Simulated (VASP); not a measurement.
# Ga15GeN16 (a cell with a defect) in VASP: further runs

Runs on Ga15GeN16 (a cell with a defect). Level: PBE. Tasks: electric field gradients.

Everything below comes from runs of VASP 6.6.1. Logs are shortened: lines on timing, memory, paths and dates and some standing lists are left out, and cuts for length are marked.

## Step 1: The structure

The cell holds a defect, 32 atoms: a = 6.360 Å, b = 6.360 Å, c = 10.332 Å, α = 90.00°, β = 90.00°, γ = 120.00°.

## Step 2: Electric field gradients, PBE

File INCAR:

```
SYSTEM = Ga15GeN16
PREC     = Accurate       ! precision mode
ENCUT    = 520            ! plane-wave cutoff, eV
EDIFF    = 1E-8           ! SCF threshold, eV
ISMEAR   = -1             ! smearing method
SIGMA    = 0.01           ! smearing width, eV
LREAL    = Auto         
LASPH    = .TRUE.         ! aspherical terms in the spheres
NELM     = 100            ! most SCF steps
ALGO     = Fast           ! electronic algorithm
ISIF     = 2              ! what is computed and relaxed
LWAVE    = .FALSE.        ! write WAVECAR
LCHARG   = .FALSE.        ! write CHGCAR
GGA      = PE             ! functional
LEFG     = .TRUE.       
NELECT   = 288.0        
NBANDS   = 166            ! bands
```

File KPOINTS:

```
Automatic mesh
0
G
  4 4 2
  0 0 0
```

File POSCAR:

```
Ga15GeN16
1.0
    6.3600000000      0.0000000000      0.0000000000
   -3.1800000000      5.5079215680      0.0000000000
    0.0000000000      0.0000000000     10.3320000000
Ge Ga N
1 15 16
Direct
    0.1666666666      0.3333333334      0.0000000000
    0.1666666666      0.3333333334      0.5000000000
    0.1666666666      0.8333333334      0.0000000000
    0.1666666666      0.8333333334      0.5000000000
    0.6666666666      0.3333333334      0.0000000000
    0.6666666666      0.3333333334      0.5000000000
    0.6666666666      0.8333333334      0.0000000000
    0.6666666666      0.8333333334      0.5000000000
    0.3333333334      0.1666666666      0.2500000000
    0.3333333334      0.1666666666      0.7500000000
    0.3333333334      0.6666666666      0.2500000000
    0.3333333334      0.6666666666      0.7500000000
    0.8333333334      0.1666666666      0.2500000000
    0.8333333334      0.1666666666      0.7500000000
    0.8333333334      0.6666666666      0.2500000000
    0.8333333334      0.6666666666      0.7500000000
    0.1666666666      0.3333333334      0.1875000000
    0.1666666666      0.3333333334      0.6875000000
    0.1666666666      0.8333333334      0.1875000000
    0.1666666666      0.8333333334      0.6875000000
    0.6666666666      0.3333333334      0.1875000000
    0.6666666666      0.3333333334      0.6875000000
    0.6666666666      0.8333333334      0.1875000000
    0.6666666666      0.8333333334      0.6875000000
    0.3333333334      0.1666666666      0.4375000000
    0.3333333334      0.1666666666      0.9375000000
    0.3333333334      0.6666666666      0.4375000000
    0.3333333334      0.6666666666      0.9375000000
    0.8333333334      0.1666666666      0.4375000000
    0.8333333334      0.1666666666      0.9375000000
    0.8333333334      0.6666666666      0.4375000000
    0.8333333334      0.6666666666      0.9375000000
```

Potentials or basis: VASP PAW PBE potentials, release 64 (Ge_d, Ga_d, N).

Run with:

```sh
$ cat potpaw_PBE.64/Ge_d/POTCAR potpaw_PBE.64/Ga_d/POTCAR potpaw_PBE.64/N/POTCAR > POTCAR
$ mpirun -np 1 vasp_std > vasp.out
```

OUTCAR:

```text
SYSTEM = Ga15GeN16
   PREC = Accurate
   ENCUT = 520
   EDIFF = 1E-8
   ISMEAR = -1
   LREAL = Auto
   LASPH = .TRUE.
   NELM = 100
   ISIF = 2
   GGA = PE
   NELECT = 288.0

 ion  position               nearest neighbor table
   1  0.167  0.333  0.000-  17 1.94  28 1.95  30 1.95  26 1.95
   2  0.167  0.333  0.500-  18 1.94  27 1.95  29 1.95  25 1.95
   3  0.167  0.833  0.000-  19 1.94  26 1.95  32 1.95  28 1.95
   4  0.167  0.833  0.500-  20 1.94  25 1.95  31 1.95  27 1.95
   5  0.667  0.333  0.000-  21 1.94  32 1.95  26 1.95  30 1.95
   6  0.667  0.333  0.500-  22 1.94  31 1.95  25 1.95  29 1.95
[... 24 lines left out ...]
  31  0.833  0.667  0.438-  15 1.94   6 1.95   4 1.95   8 1.95
  32  0.833  0.667  0.938-  16 1.94   5 1.95   3 1.95   7 1.95

  LATTYP: Found a hexagonal cell.
 ALAT       =     6.3600000000
 C/A-ratio  =     1.6245283019

  Lattice vectors:

 A1 = (   6.3600000000,   0.0000000000,   0.0000000000)
 A2 = (  -3.1800000000,   5.5079215680,   0.0000000000)
 A3 = (   0.0000000000,   0.0000000000,  10.3320000000)

Analysis of symmetry for initial positions (statically):
=====================================================================
 Subroutine PRICEL returns:
 Original cell was already a primitive cell.

 Routine SETGRP: Setting up the symmetry group for a
 hexagonal supercell.

 Subroutine GETGRP returns: Found  6 space group operations
 (whereof  2 operations were pure point group operations)
 out of a pool of 24 trial point group operations.

The static configuration has the point symmetry C_1h.
 The point group associated with its full space group is C_3v.

Analysis of symmetry for dynamics (positions and initial velocities):
=====================================================================
 Subroutine PRICEL returns:
 Original cell was already a primitive cell.

 Routine SETGRP: Setting up the symmetry group for a
 hexagonal supercell.

 Subroutine GETGRP returns: Found  6 space group operations
 (whereof  2 operations were pure point group operations)
 out of a pool of 24 trial point group operations.

The dynamic configuration has the point symmetry C_1h.
 The point group associated with its full space group is C_3v.

 Subroutine INISYM returns: Found  6 space group operations
 (whereof  2 operations are pure point group operations),
 and found     1 'primitive' translations

----------------------------------------------------------------------------------------

                                     Primitive cell

  volume of cell :     361.9339

  direct lattice vectors                    reciprocal lattice vectors
     6.360000000  0.000000000  0.000000000     0.157232704  0.090778344  0.000000000
    -3.180000000  5.507921568  0.000000000     0.000000000  0.181556688  0.000000000
     0.000000000  0.000000000 10.332000000     0.000000000  0.000000000  0.096786682

  length of vectors
     6.360000000  6.360000000 10.332000000     0.181556688  0.181556688  0.096786682

  position of ions in fractional coordinates (direct lattice)
     0.166666667  0.333333333  0.000000000
     0.166666667  0.333333333  0.500000000
     0.166666667  0.833333333  0.000000000
     0.166666667  0.833333333  0.500000000
     0.666666667  0.333333333  0.000000000
     0.666666667  0.333333333  0.500000000
[... 24 lines left out ...]
     0.833333333  0.666666667  0.437500000
     0.833333333  0.666666667  0.937500000

  ion indices of the primitive-cell ions
   primitive index   ion index
                 1           1
                 2           2
                 3           3
                 4           4
                 5           5
                 6           6
[... 24 lines left out ...]
                31          31
                32          32

[... 50 lines left out ...]
   LSORBIT =      F    spin-orbit coupling
   LASPH  =      T    aspherical Exc in radial PAW
   ENCUT  =  520.0 eV  38.22 Ry    6.18 a.u.  11.83 11.83 19.21*2*pi/ulx,y,z
   NELM   =    100;   NELMIN=  2; NELMDL= -5     # of ELM steps
   EDIFF  = 0.1E-07   stopping-criterion for ELM
   LREAL  =      T    real-space projection
   EDIFFG = 0.1E-06   stopping-criterion for IOM
   NSW    =      0    number of steps for IOM
   IBRION =     -1    ionic relax: 0-MD 1-quasi-New 2-CG
   NFREE  =      0    steps in history (QN), initial steepest desc. (CG)
   ISIF   =      2    stress and relaxation
   ISYM   =      2    0-nonsym 1-usesym 2-fastsym
   POTIM  = 0.5000    time-step for ionic-motion
   TEBEG  =    0.0;   TEEND  =   0.0 temperature during run
   PSTRESS=    0.0 pullay stress
   NELECT =     288.0000    total number of electrons
   NUPDOWN=      -1.0000    fix difference up-down
   EMIN   =  10.00;   EMAX   =-10.00  energy-range for DOS
   EFERMI =   0.00;   METHOD = LEGACY
   ISMEAR =    -1;   SIGMA  =   0.01  broadening in eV -4-tet -1-fermi 0-gaus
   EFERMI_NEDOS =   21; number of points for ismear=-14 and -15
   IALGO  =     68    algorithm
   IMIX   =      4    mixing-type and parameters
     AMIX     =   0.40;   BMIX     =  1.00
     AMIX_MAG =   1.60;   BMIX_MAG =  1.00
  volume/ion in A,a.u.               =      11.31        76.33
  Fermi-wavevector in a.u.,A,eV,Ry     =   1.517036  2.866782 31.312427  2.301398
  Thomas-Fermi vector in A             =   2.626345
   LORBIT       =      0    0 simple, 1 ext, 2 COOP (PROOUT), +10 PAW based schemes
   GGA     = PE    functional components
   LHFCALC =     F    Hartree Fock is set to
   AEXX    =    0.0000 exact exchange contribution
   IVDW    =     0    specifies the selected vdW correction
   LEPSILON=     F    determine dielectric tensor
   LRPA    =     F    only Hartree local field effects (RPA)
 non-spin polarized calculation
 RMM-DIIS sequential band-by-band and
  energy-cutoff  :      520.00
  volume of cell :      361.93
 maximum number of plane-waves:      9768
 NGX is ok and might be reduce to    48
   NGX = 23   NGY = 23   NGZ = 39

 number of electron     288.0000040 magnetization

 Free energy of the ion-electron system (eV)
  ---------------------------------------------------
  ext. energy  EPLUGINS =         0.00000000
  ---------------------------------------------------
  free energy    TOTEN  =      -201.86034055 eV

  energy without entropy =     -201.86034055  energy(sigma->0) =     -201.86034055

 E-fermi :   5.8985     XC(G=0): -11.6988

 val. band max:        5.6307564383   @ k =   0.0000   0.0000   0.0000
 cond. band min:       7.1449018539   @ k =   0.0000   0.0000   0.0000
 fundamental gap:      1.5141454156
 Fermi energy:         5.8984621262

 k-point     1 :       0.0000    0.0000    0.0000
  band No.  band energies     occupation
      1     -19.2860      2.00000
      2     -19.2860      2.00000
      3     -19.2817      2.00000
      4     -19.2113      2.00000
      5     -19.2113      2.00000
      6     -11.1165      2.00000
[... 1261 lines left out ...]
    155      11.9038      0.00000
    156      11.9749      0.00000
 [bands above 156 left out]

------------------------ aborting loop because EDIFF is reached ----------------------------------------

  FORCE on cell =-STRESS in cart. coord.  units (eV):
  Direction    XX          YY          ZZ          XY          YZ          ZX
  --------------------------------------------------------------------------------------
  -------------------------------------------------------------------------------------
  Total        2.9609504      2.9609504      7.5590974      0.0000000      0.0000000      0.0000000
  in kB       13.1072764     13.1072764     33.4619512      0.0000000      0.0000000      0.0000000
  external PRESSURE =      19.8921680 kB  Pullay stress =       0.0000000 kB

 VOLUME and BASIS-vectors are now :
 -----------------------------------------------------------------------------
  energy-cutoff  :      520.00
  volume of cell :      361.93
      direct lattice vectors                 reciprocal lattice vectors
     6.360000000  0.000000000  0.000000000     0.157232704  0.090778344  0.000000000
    -3.180000000  5.507921568  0.000000000     0.000000000  0.181556688  0.000000000
     0.000000000  0.000000000 10.332000000     0.000000000  0.000000000  0.096786682

 POSITION                                       TOTAL-FORCE (eV/Angst)
 -----------------------------------------------------------------------------------
     -0.00000      1.83597      0.00000        -0.000000     -0.000000      0.116121
     -0.00000      1.83597      5.16600        -0.000000     -0.000000     -0.186114
     -1.59000      4.58993      0.00000        -0.594480     -0.343223      0.469673
     -1.59000      4.58993      5.16600        -0.042340     -0.024445     -0.283328
      3.18000      1.83597      0.00000         0.000000      0.686446      0.469673
      3.18000      1.83597      5.16600        -0.000000      0.048890     -0.283328
[... 24 lines left out ...]
      3.18000      3.67195      4.52025        -0.000000     -0.000000      0.112439
      3.18000      3.67195      9.68625        -0.000000     -0.000000      0.164757
 -----------------------------------------------------------------------------------
    total drift:                               -0.000006     -0.000008     -0.003116

  FREE ENERGIE OF THE ION-ELECTRON SYSTEM (eV)
  ---------------------------------------------------
  free  energy   TOTEN  =      -201.8603405461 eV

  energy  without entropy=     -201.8603405461  energy(sigma->0) =     -201.86034055

 Electric field gradients (V/A^2)
---------------------------------------------------------------------
 ion       V_xx      V_yy      V_zz      V_xy      V_xz      V_yz
---------------------------------------------------------------------
   1       4.452     4.447    -8.899    -0.004    -0.000     0.000
   2      -1.570    -1.565     3.135     0.004    -0.000     0.000
   3       4.695    10.474   -15.169    -4.991    -8.264    -4.771
   4      -1.345    -0.760     2.106    -0.499    -0.671    -0.387
   5      13.352     1.817   -15.169     0.006    -0.000     9.542
   6      -0.475    -1.631     2.106     0.004    -0.000     0.774
[... 24 lines left out ...]
  31      -1.719    -1.720     3.439    -0.001     0.000    -0.000
  32       3.007     3.006    -6.012    -0.001     0.000    -0.000
---------------------------------------------------------------------

 Electric field gradients after diagonalization (V/A^2)
 (convention: |V_zz| > |V_xx| > |V_yy|)
----------------------------------------------------------------------
 ion       V_xx      V_yy      V_zz     asymmetry (V_yy - V_xx)/ V_zz
----------------------------------------------------------------------
   1       4.454     4.445    -8.899       0.001
   2      -1.572    -1.563     3.135       0.003
   3      13.352     6.099   -19.451       0.373
   4      -1.785    -0.475     2.260       0.580
   5      13.352     6.099   -19.451       0.373
   6      -1.785    -0.475     2.260       0.580
[... 24 lines left out ...]
  31      -1.721    -1.718     3.439       0.001
  32       3.007     3.005    -6.012       0.000
----------------------------------------------------------------------

           NMR quadrupolar parameters

 Cq : quadrupolar parameter    Cq=e*Q*V_zz/h
 eta: asymmetry parameters     (V_yy - V_xx)/ V_zz
 Q  : nuclear electric quadrupole moment in mb (millibarn)
----------------------------------------------------------------------
 ion       Cq(MHz)       eta       Q (mb)
----------------------------------------------------------------------
   1      -0.022       0.001       1.000
   2       0.008       0.003       1.000
   3      -0.047       0.373       1.000
   4       0.005       0.580       1.000
   5      -0.047       0.373       1.000
   6       0.005       0.580       1.000
[... 24 lines left out ...]
  31       0.008       0.001       1.000
  32      -0.015       0.000       1.000
----------------------------------------------------------------------
```

Run time: 27 min. Hardware: 1 thread of Intel Xeon 6975P-C (Granite Rapids), shared host; peak memory 0.64 GiB.

What came out:

* Free energy: -201.8603 eV
* Largest force: 1.537 eV/Å
* Band gap on the k mesh: 1.51 eV, direct

Forces on the atoms (eV/Å):
```
Ge   0.000  0.000  0.116
Ga   0.000  0.000 -0.186
Ga  -0.594 -0.343  0.470
Ga  -0.042 -0.024 -0.283
Ga   0.000  0.686  0.470
Ga   0.000  0.049 -0.283
Ga   0.594 -0.343  0.470
Ga   0.042 -0.024 -0.283
Ga   0.560 -0.323  0.403
Ga  -0.024  0.014 -1.148
Ga   0.000  0.647  0.403
Ga   0.000 -0.027 -1.148
Ga  -0.560 -0.323  0.403
Ga   0.024  0.014 -1.148
Ga   0.000  0.000  0.157
Ga   0.000  0.000 -0.500
N    0.000  0.000 -1.537
N    0.000  0.000  0.642
N    0.052  0.030 -0.239
N    0.087  0.050  0.576
N    0.000 -0.060 -0.239
N    0.000 -0.100  0.576
N   -0.052  0.030 -0.239
N   -0.087  0.050  0.576
N   -0.094  0.054 -0.039
N   -0.961  0.555  0.605
N    0.000 -0.109 -0.039
N    0.000 -1.110  0.605
N    0.094  0.054 -0.039
N    0.961  0.555  0.605
N    0.000  0.000  0.112
N    0.000  0.000  0.165
```

Levels at points of the mesh, in eV from the valence-band top:
```csv
k point,band 140,band 141,band 142,band 143,band 144,band 145,band 146,band 147,band 148,band 149
"(0.00, 0.00, 0.00)",-0.56,-0.56,-0.23,0.00,0.00,1.51,2.98,3.79,3.79,3.92
"(0.50, 0.00, 0.00)",-1.27,-0.97,-0.81,-0.59,-0.48,3.36,4.08,4.73,4.85,5.12
"(0.00, 0.00, 0.50)",-0.86,-0.43,-0.43,-0.04,-0.04,2.19,3.14,3.48,3.73,3.73
"(0.50, 0.00, 0.50)",-1.01,-0.95,-0.94,-0.66,-0.59,3.32,3.99,4.34,4.48,5.05
```

Electric field gradients, principal values (V/Å²):
```tsv
atom	Vxx	Vyy	Vzz
1 Ge	4.445	4.454	-8.899
2 Ga	-1.563	-1.572	3.135
3 Ga	6.099	13.352	-19.451
4 Ga	-0.475	-1.785	2.260
5 Ga	6.099	13.352	-19.451
6 Ga	-0.475	-1.785	2.260
7 Ga	6.093	13.357	-19.450
8 Ga	-0.468	-1.792	2.260
9 Ga	-2.856	-13.723	16.579
10 Ga	-8.365	-9.338	17.703
11 Ga	-2.863	-13.722	16.585
12 Ga	-8.358	-9.345	17.703
13 Ga	-2.863	-13.722	16.585
14 Ga	-8.358	-9.345	17.703
15 Ga	4.159	4.168	-8.327
16 Ga	-1.856	-1.865	3.721
17 N	-17.001	-17.004	34.005
18 N	-1.010	-1.013	2.023
19 N	1.204	2.899	-4.102
20 N	-0.192	-2.567	2.759
21 N	1.204	2.899	-4.102
22 N	-0.192	-2.567	2.759
23 N	1.202	2.899	-4.101
24 N	-0.194	-2.566	2.759
25 N	-2.296	-3.473	5.769
26 N	-13.952	-18.974	32.925
27 N	-2.298	-3.471	5.769
28 N	-13.950	-18.974	32.924
29 N	-2.298	-3.471	5.769
30 N	-13.950	-18.974	32.924
31 N	-1.718	-1.721	3.439
32 N	3.005	3.007	-6.012
```

Caveat: the cell carries a net charge on a neutralising background, which shifts energy and pressure; the cell is charged against a uniform background, so pressure and absolute levels hang on convention.

[end of part 1 of 2]
